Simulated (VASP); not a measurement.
Input:

```
CELL_PARAMETERS angstrom
      1.52915    -2.64857     0.00000
      1.52915     2.64857     0.00000
      0.00000     0.00000     6.08448
ATOMIC_POSITIONS crystal
  Cd 0.33333 0.66667 0.25000
  Cd 0.66667 0.33333 0.75000
```

These are RPBE GGA, VASP's PBE PAW potentials (set 64) (plane waves; VASP) values and carry that method's errors. Settings: 520 eV cut-off, Gaussian smearing of 0.050 eV, potentials Cd.

Task: Give the energies of bands 11 to 15 at the high-symmetry points, in eV from the Fermi level.

Result: 
| band | Γ | M | K | A | L | H |
|---|---|---|---|---|---|---|
| 11 | -7.94 | -1.81 | 0.29 | -6.71 | -1.10 | 1.29 |
| 12 | -3.55 | -1.52 | 0.29 | -6.71 | -1.10 | 1.29 |
| 13 | -2.58 | 1.56 | 0.74 | 2.69 | 0.01 | 1.40 |
| 14 | 8.58 | 2.39 | 3.87 | 2.69 | 0.01 | 1.40 |
| 15 | 12.44 | 3.01 | 4.10 | 14.61 | 7.06 | 1.89 |

It has no gap at this level: it comes out as a metal or semimetal.

The compound is Cd in the hcp structure. It was relaxed first, which changed the volume by +14 %.
